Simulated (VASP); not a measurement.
Calculation: PBE GGA, VASP's PBE PAW potentials (set 64) (plane waves; VASP).

VASP ran on this input.

**INCAR**
```
SYSTEM = Al
PREC = Accurate
ENCUT = 520
EDIFF = 1E-7
NELM = 100
ALGO = Normal
LREAL = .FALSE.
LASPH = .TRUE.
ISMEAR = -5
GGA = PE
LWAVE = .FALSE.
LCHARG = .TRUE.
LORBIT = 11
NEDOS = 601
ISIF = 2
```

KPOINTS:
```
Automatic mesh
0
Gamma
17 17 17
0 0 0
```

POSCAR:
```
Al
1
   -0.0000000000     2.0178986749     2.0178986749
    2.0178986749    -0.0000000000     2.0178986749
    2.0178986749     2.0178986749    -0.0000000000
Al
1
Direct
  0.0000000000   0.0000000000   0.0000000000
```

POTCAR, in this order: Al (PBE.64 set). Program: vasp_std.

**Question.** What will the output report for the number of irreducible k-points (NKPTS), largest plane-wave count, number of space-group operations, FFT grid (NGX, NGY, NGZ)?

**Answer.** 
```yaml
number of irreducible k-points (NKPTS): 165
largest_plane_wave_count: 459
number_of_space_group_operations: 48
FFT grid (NGX, NGY, NGZ): 24 × 24 × 24
```

The compound is Al in the fcc structure. It was relaxed first.
